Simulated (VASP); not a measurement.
Al4Ag: relaxation of cell and atoms with PBE

Al4Ag:

```
CELL_PARAMETERS angstrom
-2.70720 2.70720 2.70720
2.70720 -2.70720 2.70720
2.70720 2.70720 -2.70720
ATOMIC_POSITIONS crystal
Al 0.00000 0.00000 0.50000
Al 0.50000 0.00000 0.00000
Al 0.50000 0.50000 0.50000
Al 0.00000 0.50000 0.00000
Ag 0.00000 0.00000 0.00000
```

The cell was built by a generator and needn't be a form met in nature.

```yaml
Program: VASP 6.6.1
Task: relaxation of cell and atoms
Functional: PBE
Potentials_or_basis: VASP PAW PBE potentials, release 64 (Al, Ag)
Cutoff: 600 eV
k_mesh: 7 × 7 × 7
Occupations: methfessel-paxton, width 0.2 eV
Spin: no spin polarisation
Further_INCAR_settings: ALGO = Normal; EDIFF = 1e-07; IBRION = 2; EDIFFG = -0.005; NSW = 40; ISIF = 3
```

```yaml
Relaxed_volume: 20.85 Å³/atom
Relaxed_cell: a = 5.135 Å, b = 5.135 Å, c = 5.135 Å, α = 109.47°, β = 109.47°, γ = 109.47°
Space_group_after_relaxing_to_0.05_Å: Im-3m (No. 229)
Energy_gained_by_relaxing: 394.5 meV/atom
Ionic_steps: 5
Pressure_after_relaxing: 0.0 GPa
```

The path:
| step | energy change (eV) | largest force (eV/Å) | pressure (GPa) | volume (Å³) |
| --- | --- | --- | --- | --- |
| 1 | 0.0000 | 0.0000 | 32.92 | 79.36 |
| 2 | -1.5129 | 0.0000 | -6.50 | 123.03 |
| 3 | -1.9726 | 0.0000 | 0.17 | 104.02 |
| 4 | -1.9726 | 0.0000 | -0.17 | 104.56 |
| 5 | -1.9727 | 0.0000 | 0.03 | 104.24 |

Final structure:
```yaml
crystal:
  lattice:
    - [-2.96482, 2.96482, 2.96482]
    - [2.96482, -2.96482, 2.96482]
    - [2.96482, 2.96482, -2.96482]
  atoms:
    - { symbol: Al, position: [0.00000, 0.00000, 0.50000] }
    - { symbol: Al, position: [0.50000, 0.00000, 0.00000] }
    - { symbol: Al, position: [0.50000, 0.50000, 0.50000] }
    - { symbol: Al, position: [0.00000, 0.50000, 0.00000] }
    - { symbol: Ag, position: [0.00000, 0.00000, 0.00000] }
```

Levels at points of the mesh, in eV from the Fermi level:
```
           k point  band 7  band 8  band 9  band 10  band 11  band 12  band 13  band 14  band 15
(0.00, 0.00, 0.00)   -2.07   -2.07   -2.07    -0.82    -0.82    -0.82    -0.48    -0.48    -0.48
```

Run time: 110 s on 1 thread of Intel(R) Xeon(R) Platinum 8488C (Sapphire Rapids), with other jobs on the host, peak memory 0.26 GiB.

Caveat: the volume moved by over 15 % at a fixed basis, so the end points are rough; the bands computed are all filled at some k points, so no gap is given.
